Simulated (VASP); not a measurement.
Wanted: the native input for a VASP 6.6.1 run.

* Task: single point
* Functional: HSE06
* Dispersion: TS
* Potentials or basis: VASP PAW PBE potentials, release 64 (In_d, F_s)
* Cutoff: 400 eV
* k mesh: 4 × 4 × 4
* Occupations: gaussian, width 0.05 eV
* Spin: no spin polarisation
* Grid for exact exchange (PRECFOCK): Fast
* Screening parameter: 0.2 1/A
* Further INCAR settings: ALGO = Normal; EDIFF = 1e-07; NBANDS = 31; MAXMIX = 40

In3F:

```
CELL_PARAMETERS angstrom
-2.97634 2.97634 2.97634
2.97634 -2.97634 2.97634
2.97634 2.97634 -2.97634
ATOMIC_POSITIONS crystal
In 0.00000 0.50000 0.50000
In 0.50000 0.00000 0.50000
In 0.50000 0.50000 0.00000
F 0.00000 0.00000 0.00000
```

The cell was built by a generator and needn't be a form met in nature.

The cell isn't the ideal one: volume scaled by 1.08.

One way to write it, as run:

POSCAR

```
In3F
1.0
   -2.9763430934      2.9763430934      2.9763430934
    2.9763430934     -2.9763430934      2.9763430934
    2.9763430934      2.9763430934     -2.9763430934
In F
3 1
Cartesian
    2.9763430934      0.0000000000      0.0000000000
    0.0000000000      2.9763430934      0.0000000000
    0.0000000000      0.0000000000      2.9763430934
    0.0000000000      0.0000000000      0.0000000000
```

INCAR.step1

```
PREC = Accurate ; ENCUT = 400
EDIFF = 1E-5 ; ISMEAR = 0
SIGMA = 0.05 ; LREAL = False
LASPH = True ; NELM = 60
ALGO = Normal ; ISIF = 2
LWAVE = True ; LCHARG = False
NBANDS = 31 ; MAXMIX = 40
GGA = PE
```

INCAR.step2

```
PREC = Accurate ; ENCUT = 400
EDIFF = 1E-7 ; ISMEAR = 0
SIGMA = 0.05 ; LREAL = False
LASPH = True ; NELM = 60
ALGO = Normal ; ISIF = 2
LWAVE = False ; LCHARG = False
GGA = PE ; LHFCALC = True
HFSCREEN = 0.2 ; PRECFOCK = Fast
IVDW = 2 ; NBANDS = 31
MAXMIX = 40 ; ISTART = 1
```

KPOINTS

```
regular mesh
0
Gamma
  4 4 4
```

Potentials or basis: VASP PAW PBE potentials, release 64 (In_d, F_s).

Launch:

```console
$ cat potpaw_PBE.64/In_d/POTCAR potpaw_PBE.64/F_s/POTCAR > POTCAR
$ cp INCAR.step1 INCAR
$ mpirun -np 1 vasp_std > vasp.out
$ cp INCAR.step2 INCAR
$ mpirun -np 1 vasp_std > vasp.out
```

It gave:

```yaml
Pressure: -4.6 GPa
Band_gap_on_the_k_mesh: none (metal or under the smearing width)
Hirshfeld_charges: In +0.13; F -0.39 e
Dispersion_energy_per_atom: -0.286 eV
```

Caveat: the k mesh is coarse (spacing up to 0.37 Å⁻¹), so the values aren't converged, least of all with exact exchange; atom-pairwise D2, TS and ULG terms overbind metals; the PAW data sets were made with another functional, which shifts forces and pressure a little; pairwise dispersion overbinds metals, which lowers pressure and volume.

It took 35 min on 1 thread of Intel(R) Xeon(R) Platinum 8488C (Sapphire Rapids), with other jobs on the host, peak memory 0.31 GiB.
